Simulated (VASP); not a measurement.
Method: r2SCAN meta-GGA, VASP's PBE PAW potentials (set 64) (plane waves; VASP).

The input files of a VASP run:

### POSCAR
```
LaOF
1.0
  4.0362085062   0.0000000000   0.0000000000
  0.0000000000   4.0362085062   0.0000000000
  0.0000000000   0.0000000000   5.7720430925
La O F
2 2 2
Direct
  0.5000000000   0.0000000000   0.7161777658
  0.0000000000   0.5000000000   0.2838222342
  0.0000000000   0.0000000000   0.5000000000
  0.5000000000   0.5000000000   0.5000000000
  0.5000000000   0.5000000000   0.0000000000
  0.0000000000   0.0000000000   0.0000000000
```

INCAR:
```
SYSTEM  =  LaOF
PREC  =  Accurate; ENCUT  =  520; LREAL  =  .FALSE.
LASPH  =  .TRUE.
EDIFF  =  1E-6; NELM  =  100; ALGO  =  Normal
LMAXMIX  =  6; LMIXTAU  =  .TRUE.
ISMEAR  =  0; SIGMA  =  0.05
METAGGA  =  R2SCAN
IBRION  =  2; NSW  =  60; ISIF  =  3
EDIFFG  =  -0.02
LWAVE  =  .FALSE.; LCHARG  =  .FALSE.
```

File KPOINTS:
```
Automatic mesh
0
Gamma
5 5 4
0 0 0
```

POTCAR, in this order: La O F (PBE.64 set). Program: vasp_std.

Output

File OUTCAR:
```
 ion  position               nearest neighbor table
   1  0.500  0.000  0.716-   3 2.37   4 2.37   4 2.37   3 2.37   5 2.60   5 2.60   6 2.60   6 2.60
  LATTYP: Found a simple tetragonal cell.
 ALAT       =     4.0362085062
 C/A-ratio  =     1.4300656380
 Subroutine PRICEL returns:
 Original cell was already a primitive cell.
 Subroutine GETGRP returns: Found 16 space group operations
The static configuration has the point symmetry D_2d.
 The point group associated with its full space group is D_4h.
The dynamic configuration has the point symmetry D_2d.
 Subroutine INISYM returns: Found 16 space group operations
 Subroutine IBZKPT returns following result:
 Found     18 irreducible k-points:

 Following reciprocal coordinates:
            Coordinates               Weight
  0.000000  0.000000  0.000000      1.000000
  0.200000  0.000000  0.000000      4.000000
  0.400000  0.000000  0.000000      4.000000
  0.200000  0.200000  0.000000      4.000000
  0.400000  0.200000  0.000000      8.000000
  0.400000  0.400000  0.000000      4.000000
  0.000000  0.000000  0.250000      2.000000
  0.200000  0.000000  0.250000      8.000000
  0.400000  0.000000  0.250000      8.000000
  0.200000  0.200000  0.250000      8.000000
  0.400000  0.200000  0.250000     16.000000
  0.400000  0.400000  0.250000      8.000000
  0.000000  0.000000  0.500000      1.000000
  0.200000  0.000000  0.500000      4.000000
  0.400000  0.000000  0.500000      4.000000
  0.200000  0.200000  0.500000      4.000000
  0.400000  0.200000  0.500000      8.000000
  0.400000  0.400000  0.500000      4.000000
   k-points           NKPTS =     18   k-points in BZ     NKDIM =     18   number of bands    NBANDS=     28
   number of dos      NEDOS =    301   number of ions     NIONS =      6
   total plane-waves  NPLWV =  43200
   dimension x,y,z NGX =    30 NGY =   30 NGZ =   48
   dimension x,y,z NGXF=    60 NGYF=   60 NGZF=   96
...
```

OSZICAR:
```
       N       E                     dE             d eps       ncg     rms          rms(c)
DAV:   1     0.593274702960E+03    0.59327E+03   -0.19766E+04  1024   0.272E+03
DAV:   2     0.118909544523E+03   -0.47437E+03   -0.45961E+03  1320   0.459E+02
DAV:   3    -0.776696944622E+02   -0.19658E+03   -0.19120E+03  1636   0.253E+02
DAV:   4    -0.122227275297E+03   -0.44558E+02   -0.44273E+02  1936   0.125E+02
DAV:   5    -0.124129244272E+03   -0.19020E+01   -0.18969E+01  1704   0.311E+01    0.140E+01
DAV:   6    -0.108363264262E+03    0.15766E+02   -0.25697E+01  1584   0.362E+01    0.529E+00
DAV:   7    -0.101430317105E+03    0.69329E+01   -0.35233E+00  1624   0.198E+01    0.320E+00
DAV:   8    -0.107747383809E+03   -0.63171E+01   -0.35903E+00  1456   0.165E+01    0.203E+00
DAV:   9    -0.103169929225E+03    0.45775E+01   -0.75975E-01  1524   0.871E+00    0.970E-01
DAV:  10    -0.102801427198E+03    0.36850E+00   -0.92535E-01  1160   0.861E+00    0.357E-01
DAV:  11    -0.102751192053E+03    0.50235E-01   -0.23707E-01  1736   0.533E+00    0.397E-01
DAV:  12    -0.102714589694E+03    0.36602E-01   -0.54478E-02  1368   0.212E+00    0.209E-01
DAV:  13    -0.102727295906E+03   -0.12706E-01   -0.54332E-02  1496   0.243E+00    0.302E-01
DAV:  14    -0.102748408767E+03   -0.21113E-01   -0.10877E-02  1536   0.108E+00    0.150E-01
DAV:  15    -0.102756184902E+03   -0.77761E-02   -0.78929E-03  1512   0.844E-01    0.301E-02
DAV:  16    -0.102756565355E+03   -0.38045E-03   -0.17555E-03  1920   0.370E-01    0.499E-02
DAV:  17    -0.102756558519E+03    0.68365E-05   -0.42198E-04  1656   0.192E-01    0.290E-02
DAV:  18    -0.102756801578E+03   -0.24306E-03   -0.23372E-04  1592   0.138E-01    0.983E-03
DAV:  19    -0.102756728917E+03    0.72661E-04   -0.40733E-05  1624   0.653E-02    0.356E-03
DAV:  20    -0.102756805209E+03   -0.76291E-04   -0.19059E-05  1296   0.424E-02    0.321E-03
DAV:  21    -0.102756817736E+03   -0.12527E-04   -0.60755E-06  1224   0.303E-02    0.225E-03
DAV:  22    -0.102756817739E+03   -0.35325E-08   -0.67336E-07   720   0.121E-02
   1 F= -.10275682E+03 E0= -.10275682E+03  d E =-.102757E+03
       N       E                     dE             d eps       ncg     rms          rms(c)
DAV:   1    -0.103310816472E+03   -0.55400E+00   -0.18142E+01  1380   0.344E+01    0.575E+00
DAV:   2    -0.102816702851E+03    0.49411E+00   -0.25002E+00  1600   0.135E+01    0.161E+00
DAV:   3    -0.102738387176E+03    0.78316E-01   -0.27909E-01  1692   0.471E+00    0.560E-01
DAV:   4    -0.102736961674E+03    0.14255E-02   -0.16930E-01  1624   0.455E+00    0.490E-01
DAV:   5    -0.102754502355E+03   -0.17541E-01   -0.37007E-02  1608   0.181E+00    0.223E-01
DAV:   6    -0.102755638279E+03   -0.11359E-02   -0.10702E-02  1840   0.881E-01    0.648E-02
DAV:   7    -0.102748797331E+03    0.68409E-02   -0.45674E-03  1176   0.737E-01    0.488E-02
DAV:   8    -0.102757360668E+03   -0.85633E-02   -0.31369E-03  1460   0.608E-01    0.242E-02
DAV:   9    -0.102757927680E+03   -0.56701E-03   -0.29355E-04  1944   0.160E-01    0.275E-02
DAV:  10    -0.102758147353E+03   -0.21967E-03   -0.38466E-05  1524   0.615E-02    0.335E-02
DAV:  11    -0.102758163049E+03   -0.15696E-04   -0.21534E-04  1568   0.136E-01    0.151E-02
DAV:  12    -0.102758366231E+03   -0.20318E-03   -0.11040E-04  1200   0.102E-01    0.116E-02
DAV:  13    -0.102758368283E+03   -0.20519E-05   -0.10538E-05  1792   0.354E-02    0.116E-02
DAV:  14    -0.102758369441E+03   -0.11576E-05   -0.89426E-07   744   0.112E-02    0.117E-02
DAV:  15    -0.102758369537E+03   -0.96223E-07   -0.11746E-05  1720   0.279E-02    0.719E-03
DAV:  16    -0.102758370162E+03   -0.62497E-06   -0.13810E-05  1456   0.257E-02    0.669E-03
DAV:  17    -0.102758370973E+03   -0.81161E-06   -0.14569E-06   864   0.123E-02
   2 F= -.10275837E+03 E0= -.10275837E+03  d E =-.155323E-02
       N       E                     dE             d eps       ncg     rms          rms(c)
DAV:   1    -0.102920385570E+03   -0.16202E+00   -0.44339E+00  1376   0.172E+01    0.291E+00
DAV:   2    -0.102788748015E+03    0.13164E+00   -0.63271E-01  1544   0.676E+00    0.774E-01
DAV:   3    -0.102776122756E+03    0.12625E-01   -0.67853E-02  1668   0.238E+00    0.302E-01
DAV:   4    -0.102755576873E+03    0.20546E-01   -0.47727E-02  1608   0.240E+00    0.253E-01
DAV:   5    -0.102777999404E+03   -0.22423E-01   -0.10237E-02  1632   0.935E-01    0.130E-01
DAV:   6    -0.102778301015E+03   -0.30161E-03   -0.27181E-03  1872   0.447E-01    0.351E-02
DAV:   7    -0.102777793011E+03    0.50800E-03   -0.65171E-04  1380   0.263E-01    0.170E-02
DAV:   8    -0.102778472139E+03   -0.67913E-03   -0.44544E-04  1360   0.221E-01    0.734E-03
DAV:   9    -0.102778598766E+03   -0.12663E-03   -0.65310E-05  1812   0.847E-02    0.849E-03
DAV:  10    -0.102778599142E+03   -0.37684E-06   -0.60562E-06  1536   0.171E-02
   3 F= -.10277860E+03 E0= -.10277860E+03  d E =-.217814E-01
       N       E                     dE             d eps       ncg     rms          rms(c)
DAV:   1    -0.102777967230E+03    0.63154E-03   -0.24584E-01  1512   0.362E+00    0.294E-01
DAV:   2    -0.102779396993E+03   -0.14298E-02   -0.25459E-02  1636   0.144E+00    0.938E-02
DAV:   3    -0.102779595174E+03   -0.19818E-03   -0.15645E-03  1808   0.337E-01    0.554E-02
DAV:   4    -0.102780174746E+03   -0.57957E-03   -0.88490E-03  1704   0.836E-01    0.776E-02
DAV:   5    -0.102779538681E+03    0.63606E-03   -0.73114E-03  1800   0.757E-01    0.208E-02
DAV:   6    -0.102779644764E+03   -0.10608E-03   -0.30526E-04  1948   0.115E-01    0.850E-03
DAV:   7    -0.102779648561E+03   -0.37977E-05   -0.19978E-05  1728   0.402E-02    0.442E-03
DAV:   8    -0.102779648841E+03   -0.27933E-06   -0.33329E-06  1076   0.178E-02
   4 F= -.10277965E+03 E0= -.10277965E+03  d E =-.104970E-02
```

OUTCAR:
```
------------------------ aborting loop because EDIFF is reached ----------------------------------------
  FORCE on cell =-STRESS in cart. coord.  units (eV):
  Direction    XX          YY          ZZ          XY          YZ          ZX
  --------------------------------------------------------------------------------------
  Total       -0.0203948     -0.0203948     -0.0106502      0.0000000      0.0000000     -0.0000000
  in kB       -0.3389246     -0.3389246     -0.1769872      0.0000000      0.0000000     -0.0000000
  external PRESSURE =      -0.2849454 kB  Pullay stress =       0.0000000 kB
  volume of cell :       96.41
      direct lattice vectors                 reciprocal lattice vectors
     4.071233297  0.000000000  0.000000000     0.245625816  0.000000000 -0.000000000
     0.000000000  4.071233297  0.000000000     0.000000000  0.245625816  0.000000000
     0.000000000  0.000000000  5.816688724    -0.000000000  0.000000000  0.171919119
 POSITION                                       TOTAL-FORCE (eV/Angst)
 -----------------------------------------------------------------------------------
      2.03562      0.00000      4.16277         0.000000     -0.000000      0.001527
      0.00000      2.03562      1.65392        -0.000000     -0.000000     -0.001527
      4.07123      0.00000      2.90834         0.000000      0.000000      0.000000
      2.03562      2.03562      2.90834        -0.000000     -0.000000      0.000000
      2.03562      2.03562      0.00000         0.000000      0.000000      0.000000
      4.07123      4.07123      0.00000         0.000000     -0.000000      0.000000
 -----------------------------------------------------------------------------------
    total drift:                                0.000000      0.000000     -0.000000
  FREE ENERGIE OF THE ION-ELECTRON SYSTEM (eV)
  ---------------------------------------------------
  free  energy   TOTEN  =      -102.7796488405 eV

  energy  without entropy=     -102.7796488405  energy(sigma->0) =     -102.77964884

 reached required accuracy - stopping structural energy minimisation
```
(Selected blocks of OUTCAR.)

File CONTCAR:
```
LaOF
   1.00000000000000
     4.0712332972522605    0.0000000000000000    0.0000000000000000
     0.0000000000000000    4.0712332972522605    0.0000000000000000
     0.0000000000000000    0.0000000000000000    5.8166887240393201
  La              O               F
     2     2     2
Direct
     0.5000000000000000    0.0000000000000000    0.7156591296283200
     0.0000000000000000    0.5000000000000000    0.2843408703716800
     1.0000000000000000    0.0000000000000000    0.5000000000000000
     0.5000000000000000    0.5000000000000000    0.5000000000000000
     0.5000000000000000    0.5000000000000000    0.0000000000000000
     1.0000000000000000    1.0000000000000000    0.0000000000000000
```

Energy and stress use the plane-wave basis of the starting cell.

The structure comes from a computed database's LaOF entry (P4/nmm); how it stands against other phases isn't given here. This run relaxes it. Symmetry was kept, so distortions that lower it aren't found. The start is the result of an earlier pass.
